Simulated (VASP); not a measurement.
Computed with AM05 GGA, VASP's PBE PAW potentials (set 64) (plane waves; VASP).

The input files of a VASP run:

**POSCAR**
```
Cu
1
    0.0000000000     1.8186110625     1.8186110625
    1.8186110625     0.0000000000     1.8186110625
    1.8186110625     1.8186110625     0.0000000000
Cu
1
Direct
  0.0000000000   0.0000000000   0.0000000000
```

**KPOINTS**
```
Automatic mesh
0
Gamma
17 17 17
0 0 0
```

### INCAR
```
LMAXMIX=4
GGA=AM
LCHARG=F
LASPH=T
ALGO=Normal   ! blocked Davidson
LWAVE=F
NELM=100
PREC=Accurate
SYSTEM=Cu
ISIF=2   ! forces and stress, cell fixed
ENCUT=520
ISMEAR=1
SIGMA=0.1   ! width (eV)
EDIFF=1E-7   ! SCF stop (eV)
LREAL=F
```

POTCAR, in this order: Cu (PBE.64 set). Program: vasp_std.

What will the output report for the number of irreducible k-points (NKPTS), largest plane-wave count, number of space-group operations, FFT grid (NGX, NGY, NGZ)?

| Quantity | Value |
|---|---|
| number of irreducible k-points (NKPTS) | 165 |
| largest plane-wave count | 334 |
| number of space-group operations | 48 |
| FFT grid (NGX, NGY, NGZ) | 20 × 20 × 20 |

The compound is Cu in the fcc structure. This cell is one point of a volume scan, at 1.06 of the reference volume.
